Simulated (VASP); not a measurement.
# Ba2Tl5V3O12 (P-42m) in VASP: reference runs

How does Ba2Tl5V3O12 come out in PBE? The cell is run as given and disturbed.

Everything below comes from runs of VASP 6.6.1. Logs are shortened: lines on timing, memory, paths and dates and some standing lists are left out, and cuts for length are marked.

## 1. Starting point

The structure is tetragonal, space group P-42m (No. 111). Conventional cell: a = 10.975 Å, b = 10.975 Å, c = 6.604 Å, α = 90.00°, β = 90.00°, γ = 90.00°. Around Ba (site symmetry 222) lie 4 O at 2.58 Å. V (site symmetry -42m) has 4 O at 1.73 Å as nearest neighbours. V (site symmetry 222) is surrounded by 4 O at 1.73 Å. Tl (site symmetry -42m) is surrounded by 4 O at 2.65 Å. Around Tl (site symmetry m) lie 3 O at 2.50 to 2.65 Å. O (site symmetry m) is surrounded by 1 V at 1.73 Å. O (site symmetry 1) has 1 V at 1.73 Å as nearest neighbours.

The cell was built by a generator and needn't be a form met in nature.

## 2. Single point, PBE, collinear spin, ferromagnetic start

Input file INCAR:

```
  PREC = Accurate
  ENCUT = 520
  EDIFF = 1E-7
  ISMEAR = -1
  SIGMA = 0.05
  LREAL = F
  LASPH = T
  NELM = 120
  ALGO = Normal
  ISIF = 2
  LWAVE = F
  LCHARG = F
  ISPIN = 2
  MAGMOM = 0 0 2 2 2 0 0 0 0 0 0 0 0 0 0 0 0 0 0 0 0 0
  LORBIT = 11
  LMAXMIX = 4
  GGA = PE
  NBANDS = 119
  KPAR = 4
```

Input file KPOINTS:

```
Automatic mesh
0
Gamma
  3 3 4
```

Input file POSCAR:

```
Ba2Tl5V3O12
1.0
   10.9745700000      0.0000000000      0.0000000000
    0.0000000000     10.9745700000      0.0000000000
    0.0000000000      0.0000000000      6.6040000000
Ba V Tl O
2 3 5 12
Direct
    0.0000000000      0.5000000000      0.0000000000
    0.5000000000      0.0000000000      0.0000000000
    0.5000000000      0.5000000000      0.0000000000
    0.5000000000      0.0000000000      0.5000000000
    0.0000000000      0.5000000000      0.5000000000
    0.5000000000      0.5000000000      0.5000000000
    0.7126000000      0.2874000000      0.4022800000
    0.2874000000      0.7126000000      0.4022800000
    0.7126000000      0.7126000000      0.5977200000
    0.2874000000      0.2874000000      0.5977200000
    0.4106400000      0.5893600000      0.1577000000
    0.5893600000      0.4106400000      0.1577000000
    0.5893600000      0.5893600000      0.8423000000
    0.4106400000      0.4106400000      0.8423000000
    0.5866100000      0.0857000000      0.3337800000
    0.4133900000      0.0857000000      0.6662200000
    0.5866100000      0.9143000000      0.6662200000
    0.4133900000      0.9143000000      0.3337800000
    0.0857000000      0.5866100000      0.3337800000
    0.0857000000      0.4133900000      0.6662200000
    0.9143000000      0.5866100000      0.6662200000
    0.9143000000      0.4133900000      0.3337800000
```

Potentials or basis: VASP PAW PBE potentials, release 64 (Ba_sv, V_sv, Tl_d, O).

Started as:

```
> cat potpaw_PBE.64/Ba_sv/POTCAR potpaw_PBE.64/V_sv/POTCAR potpaw_PBE.64/Tl_d/POTCAR potpaw_PBE.64/O/POTCAR > POTCAR
> mpirun -np 4 vasp_std > vasp.out
```

OUTCAR:

```text
PREC = Accurate
   ENCUT = 520
   EDIFF = 1E-7
   ISMEAR = -1
   LREAL = F
   LASPH = T
   NELM = 120
   ISIF = 2
   ISPIN = 2
   LORBIT = 11
   GGA = PE

 ion  position               nearest neighbor table
   1  0.000  0.500  0.000-  19 2.58  20 2.58  21 2.58  22 2.58   5 3.30   5 3.30
   2  0.500  0.000  0.000-  15 2.58  16 2.58  17 2.58  18 2.58   4 3.30   4 3.30
   3  0.500  0.500  0.000-  11 1.73  12 1.73  13 1.73  14 1.73   6 3.30   6 3.30
   4  0.500  0.000  0.500-  15 1.73  16 1.73  17 1.73  18 1.73   2 3.30   2 3.30
   5  0.000  0.500  0.500-  19 1.73  20 1.73  21 1.73  22 1.73   1 3.30   1 3.30
   6  0.500  0.500  0.500-  11 2.65  12 2.65  13 2.65  14 2.65   3 3.30   3 3.30   8 3.36   9 3.36
                            10 3.36   7 3.36
   7  0.713  0.287  0.402-  12 2.50  15 2.65  22 2.65   6 3.36
   8  0.287  0.713  0.402-  11 2.50  18 2.65  19 2.65   6 3.36
   9  0.713  0.713  0.598-  13 2.50  17 2.65  21 2.65   6 3.36
  10  0.287  0.287  0.598-  14 2.50  16 2.65  20 2.65   6 3.36
  11  0.411  0.589  0.158-   3 1.73   8 2.50   6 2.65
  12  0.589  0.411  0.158-   3 1.73   7 2.50   6 2.65
  13  0.589  0.589  0.842-   3 1.73   9 2.50   6 2.65
  14  0.411  0.411  0.842-   3 1.73  10 2.50   6 2.65
  15  0.587  0.086  0.334-   4 1.73   2 2.58   7 2.65
  16  0.413  0.086  0.666-   4 1.73   2 2.58  10 2.65
  17  0.587  0.914  0.666-   4 1.73   2 2.58   9 2.65
  18  0.413  0.914  0.334-   4 1.73   2 2.58   8 2.65
  19  0.086  0.587  0.334-   5 1.73   1 2.58   8 2.65
  20  0.086  0.413  0.666-   5 1.73   1 2.58  10 2.65
  21  0.914  0.587  0.666-   5 1.73   1 2.58   9 2.65
  22  0.914  0.413  0.334-   5 1.73   1 2.58   7 2.65

  LATTYP: Found a simple tetragonal cell.
 ALAT       =    10.9745700000
 C/A-ratio  =     0.6017547840

  Lattice vectors:

 A1 = (  10.9745700000,   0.0000000000,   0.0000000000)
 A2 = (   0.0000000000,  10.9745700000,   0.0000000000)
 A3 = (   0.0000000000,   0.0000000000,   6.6040000000)

Analysis of symmetry for initial positions (statically):
=====================================================================
 Subroutine PRICEL returns:
 Original cell was already a primitive cell.

 Routine SETGRP: Setting up the symmetry group for a
 simple tetragonal supercell.

 Subroutine GETGRP returns: Found  8 space group operations
 (whereof  8 operations were pure point group operations)
 out of a pool of 16 trial point group operations.

The static configuration has the point symmetry D_2d.

Analysis of symmetry for dynamics (positions and initial velocities):
=====================================================================
 Subroutine PRICEL returns:
 Original cell was already a primitive cell.

 Routine SETGRP: Setting up the symmetry group for a
 simple tetragonal supercell.

 Subroutine GETGRP returns: Found  8 space group operations
 (whereof  8 operations were pure point group operations)
 out of a pool of 16 trial point group operations.

The dynamic configuration has the point symmetry D_2d.

Analysis of structural, dynamic, and magnetic symmetry:
=====================================================================
 Subroutine PRICEL returns:
 Original cell was already a primitive cell.

 Routine SETGRP: Setting up the symmetry group for a
 simple tetragonal supercell.

 Subroutine GETGRP returns: Found  8 space group operations
 (whereof  8 operations were pure point group operations)
 out of a pool of 16 trial point group operations.

The overall configuration has the point symmetry D_2d.

 Subroutine INISYM returns: Found  8 space group operations
 (whereof  8 operations are pure point group operations),
 and found     1 'primitive' translations

----------------------------------------------------------------------------------------

                                     Primitive cell

  volume of cell :     795.3936

  direct lattice vectors                    reciprocal lattice vectors
    10.974570000  0.000000000  0.000000000     0.091119743  0.000000000  0.000000000
     0.000000000 10.974570000  0.000000000     0.000000000  0.091119743  0.000000000
[... 93 lines left out ...]
   total plane-waves  NPLWV = 352800
   dimension x,y,z NGX =    84 NGY =   84 NGZ =   50
   dimension x,y,z NGXF=   168 NGYF=  168 NGZF=  100
   ions per type =               2   3   5  12
   NGX,Y,Z   is equivalent  to a cutoff of  12.72, 12.72, 12.59 a.u.
   NGXF,Y,Z  is equivalent  to a cutoff of  25.45, 25.45, 25.17 a.u.
 SYSTEM =  unknown system
   PREC   = accura    normal or accurate (medium, high low for compatibility)
   ISTART =      0    job   : 0-new  1-cont  2-samecut
   ICHARG =      2    charge: 1-file 2-atom 10-const
   ISPIN  =      2    spin polarized calculation?
   LNONCOLLINEAR =      F non collinear calculations
   LSORBIT =      F    spin-orbit coupling
   LASPH  =      T    aspherical Exc in radial PAW
   ENCUT  =  520.0 eV  38.22 Ry    6.18 a.u.  20.41 20.41 12.28*2*pi/ulx,y,z
   NELM   =    120;   NELMIN=  2; NELMDL= -5     # of ELM steps
   EDIFF  = 0.1E-06   stopping-criterion for ELM
   LREAL  =      F    real-space projection
   EDIFFG = 0.1E-05   stopping-criterion for IOM
   NSW    =      0    number of steps for IOM
   IBRION =     -1    ionic relax: 0-MD 1-quasi-New 2-CG
   NFREE  =      0    steps in history (QN), initial steepest desc. (CG)
   ISIF   =      2    stress and relaxation
   ISYM   =      2    0-nonsym 1-usesym 2-fastsym
   POTIM  = 0.5000    time-step for ionic-motion
   TEBEG  =    0.0;   TEEND  =   0.0 temperature during run
   PSTRESS=    0.0 pullay stress
   NELECT =     196.0000    total number of electrons
   NUPDOWN=      -1.0000    fix difference up-down
   EMIN   =  10.00;   EMAX   =-10.00  energy-range for DOS
   EFERMI =   0.00;   METHOD = LEGACY
   ISMEAR =    -1;   SIGMA  =   0.05  broadening in eV -4-tet -1-fermi 0-gaus
   EFERMI_NEDOS =   21; number of points for ismear=-14 and -15
   IALGO  =     38    algorithm
   IMIX   =      4    mixing-type and parameters
     AMIX     =   0.40;   BMIX     =  1.00
     AMIX_MAG =   1.60;   BMIX_MAG =  1.00
  volume/ion in A,a.u.               =      36.15       243.98
  Fermi-wavevector in a.u.,A,eV,Ry     =   1.026359  1.939538 14.332564  1.053414
  Thomas-Fermi vector in A             =   2.160248
   LORBIT       =     11    0 simple, 1 ext, 2 COOP (PROOUT), +10 PAW based schemes
   GGA     = PE    functional components
   LHFCALC =     F    Hartree Fock is set to
   AEXX    =    0.0000 exact exchange contribution
   IVDW    =     0    specifies the selected vdW correction
   LEPSILON=     F    determine dielectric tensor
   LRPA    =     F    only Hartree local field effects (RPA)
 spin polarized calculation
  energy-cutoff  :      520.00
  volume of cell :      795.39
 maximum number of plane-waves:     21477
 NGX is ok and might be reduce to    84
   NGX = 41   NGY = 41   NGZ = 25

 number of electron     196.0000032 magnetization       0.0000640

 number of electron     196.0000032 magnetization      -0.0000088

 Free energy of the ion-electron system (eV)
  ---------------------------------------------------
  ext. energy  EPLUGINS =         0.00000000
  ---------------------------------------------------
  free energy    TOTEN  =      -143.24555638 eV

  energy without entropy =     -143.24555638  energy(sigma->0) =     -143.24555638

 E-fermi :   0.1661     XC(G=0):  -5.9710

 val. band max:       -1.0611235432   @ k =   0.3333   0.3333   0.5000
 cond. band min:       1.5056846841   @ k =   0.3333   0.0000   0.0000
 fundamental gap:      2.5668082273
 Fermi energy:         0.1661303928

 spin component 1

 k-point     1 :       0.0000    0.0000    0.0000
  band No.  band energies     occupation
      1     -64.9040      1.00000
      2     -64.9040      1.00000
      3     -64.5892      1.00000
      4     -38.9057      1.00000
      5     -38.9057      1.00000
      6     -38.8423      1.00000
[... 1006 lines left out ...]
    109       2.5959      0.00000
    110       2.6580      0.00000
 Fermi energy:         0.1661303928

 spin component 2

 k-point     1 :       0.0000    0.0000    0.0000
  band No.  band energies     occupation
      1     -64.9040      1.00000
      2     -64.9040      1.00000
      3     -64.5892      1.00000
      4     -38.9057      1.00000
      5     -38.9057      1.00000
      6     -38.8423      1.00000
[... 1006 lines left out ...]
    109       2.5959      0.00000
    110       2.6580      0.00000
 [bands above 110 left out]

------------------------ aborting loop because EDIFF is reached ----------------------------------------

  FORCE on cell =-STRESS in cart. coord.  units (eV):
  Direction    XX          YY          ZZ          XY          YZ          ZX
  --------------------------------------------------------------------------------------
  -------------------------------------------------------------------------------------
  Total        1.2661977      1.2661977      3.2504204      0.0000000      0.0000000     -0.0000000
  in kB        2.5505274      2.5505274      6.5473871      0.0000000      0.0000000     -0.0000000
  external PRESSURE =       3.8828140 kB  Pullay stress =       0.0000000 kB

 VOLUME and BASIS-vectors are now :
 -----------------------------------------------------------------------------
  energy-cutoff  :      520.00
  volume of cell :      795.39
      direct lattice vectors                 reciprocal lattice vectors
    10.974570000  0.000000000  0.000000000     0.091119743  0.000000000  0.000000000
     0.000000000 10.974570000  0.000000000     0.000000000  0.091119743  0.000000000
     0.000000000  0.000000000  6.604000000     0.000000000  0.000000000  0.151423380

 POSITION                                       TOTAL-FORCE (eV/Angst)
 -----------------------------------------------------------------------------------
      0.00000      5.48728      0.00000        -0.000000     -0.000000      0.000000
      5.48728      0.00000      0.00000        -0.000000     -0.000000     -0.000000
      5.48728      5.48728      0.00000        -0.000000     -0.000000      0.000000
      5.48728      0.00000      3.30200        -0.000000     -0.000000     -0.000000
      0.00000      5.48728      3.30200        -0.000000     -0.000000      0.000000
      5.48728      5.48728      3.30200        -0.000000     -0.000000      0.000000
[... 14 lines left out ...]
     10.03405      6.43779      4.39972        -0.148637      0.145403     -0.026585
     10.03405      4.53678      2.20428        -0.148637     -0.145403      0.026585
 -----------------------------------------------------------------------------------
    total drift:                                0.000000      0.000000      0.000000

  FREE ENERGIE OF THE ION-ELECTRON SYSTEM (eV)
  ---------------------------------------------------
  free  energy   TOTEN  =      -143.2455563836 eV

  energy  without entropy=     -143.2455563836  energy(sigma->0) =     -143.24555638

 total charge

# of ion       s       p       d       tot
------------------------------------------
    1        1.993   5.623   0.324   7.940
    2        1.993   5.623   0.324   7.940
    3        2.392   6.420   3.244  12.055
    4        2.401   6.438   3.279  12.118
    5        2.401   6.438   3.279  12.118
    6        1.257   0.215   9.687  11.159
[... 14 lines left out ...]
   21        1.582   3.409   0.000   4.990
   22        1.582   3.409   0.000   4.990
--------------------------------------------------
tot         36.521  72.185  58.854 167.560

 magnetization (x)

# of ion       s       p       d       tot
------------------------------------------
    1       -0.000  -0.000  -0.000  -0.000
    2       -0.000  -0.000  -0.000  -0.000
    3       -0.000  -0.000  -0.000  -0.000
    4       -0.000  -0.000  -0.000  -0.000
    5       -0.000  -0.000  -0.000  -0.000
    6        0.000  -0.000   0.000  -0.000
[... 14 lines left out ...]
   21        0.000   0.000   0.000   0.000
   22        0.000   0.000   0.000   0.000
--------------------------------------------------
tot          0.000   0.000  -0.000   0.000
```

Wall time 32 min (4 MPI ranks of AMD EPYC 7R13 (Zen 3), shared host); peak memory 1.9 GiB.

What came out:

```yaml
Free_energy: -143.2456 eV
Pressure: 0.4 GPa
Largest_force: 0.210 eV/Å
Band_gap_on_the_k_mesh: 2.57 eV, indirect (least direct gap 2.63 eV)
Net_moment: 0.00 μB per cell
Valence_electrons_inside_the_program's_atomic_spheres: Ba 7.94; V 12.05, 12.12; Tl 11.16, 11.11; O 4.96, 4.99
```

Forces in eV/Å, atoms in the order of the input:
```
Ba   0.000  0.000  0.000
Ba   0.000  0.000  0.000
V    0.000  0.000  0.000
V    0.000  0.000  0.000
V    0.000  0.000  0.000
Tl   0.000  0.000  0.000
Tl   0.005 -0.005  0.007
Tl  -0.005  0.005  0.007
Tl   0.005  0.005 -0.007
Tl  -0.005 -0.005 -0.007
O   -0.078  0.078  0.082
O    0.078 -0.078  0.082
O    0.078  0.078 -0.082
O   -0.078 -0.078 -0.082
O    0.145  0.149  0.027
O   -0.145  0.149 -0.027
O    0.145 -0.149 -0.027
O   -0.145 -0.149  0.027
O    0.149  0.145  0.027
O    0.149 -0.145 -0.027
O   -0.149  0.145 -0.027
O   -0.149 -0.145  0.027
```

Stress tensor (GPa, compression positive):
```
0.26 0.00 0.00
0.00 0.26 0.00
0.00 0.00 0.65
```

Caveat: spin-orbit coupling is left out, which as a rule narrows the gap of such compounds by several tenths of an eV; an odd mesh through Γ misses points on the zone boundary, where band edges often lie.

[end of part 1 of 2]
